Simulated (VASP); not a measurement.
```
SnO2
1.0
    4.79087     0.00000     0.00000
    0.00000     4.79087     0.00000
    0.00000     0.00000     3.23357
Sn O
2 4
Direct
  0.00000   0.00000   0.00000
  0.50000   0.50000   0.50000
  0.30619   0.30619   0.00000
  0.80619   0.19381   0.50000
  0.19381   0.80619   0.50000
  0.69381   0.69381   0.00000
```

Method: PBE GGA with D4 dispersion, VASP's PBE PAW potentials (set 64) (plane waves; VASP 6.6.1). Numerical set-up: 520 eV cut-off, 5×5×8 Γ-centred mesh, tetrahedra with Blöchl corrections, potentials Sn_d O.

The cores are frozen, which limits the accuracy of field gradients.

Give the principal components of the electric field gradient (V/Å²) and the asymmetry η at each nucleus.

```
atom    Vxx   Vyy     Vzz     η
----  -----  ----  ------  ----
Sn1   -49.0  -4.5    53.5  0.83
Sn2   -49.0  -4.5    53.5  0.83
O3     62.4  48.6  -111.0  0.12
O4     62.4  48.6  -111.0  0.12
O5     62.4  48.6  -111.0  0.12
O6     62.4  48.6  -111.0  0.12
```

The compound is SnO2 in the rutile structure. It was relaxed first.
